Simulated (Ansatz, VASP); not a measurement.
**KBeCl3 in VASP and in Ansatz**

```
K Be Cl
1.0
     5.71019    0.00000    0.00000
     0.00000    5.71019    0.00000
     0.00000    0.00000    5.71019
K Be Cl
1 1 3
Direct
  0.00000 0.00000 0.00000
  0.50000 0.50000 0.50000
  0.50000 0.00000 0.00000
  0.00000 0.50000 0.00000
  0.00000 0.00000 0.50000
```

Change from the starting cell: species swapped into the Lu3PbC type (Pm-3m, No. 221).

Alike in both runs: functional PBE; k mesh 8 × 8 × 8; occupations gaussian, width 0.1 eV; no spin polarisation.

Ansatz relaxed the structure, and its values are those at the end. VASP's run is a single point on that final structure, the one shown.

|  | VASP | Ansatz |
| --- | --- | --- |
| version | VASP 6.6.1 | Ansatz 0.2.0 |
| potentials or method | VASP PAW PBE potentials, release 64 (K_sv, Be, Cl) | scalar-relativistic, plane waves, PAW |
| plane-wave cutoff (eV) | 520 | 420 |
| valence electrons in the cell | 32 | 32 |

|  | VASP | Ansatz | Ansatz less VASP |
| --- | --- | --- | --- |
| gap on the k mesh at the Fermi level (eV) | none | none | - |
| pressure (GPa) | 0.0 | 0.0 | -0.02 |

A gap of «none» marks a metal or a gap that the smearing closes.
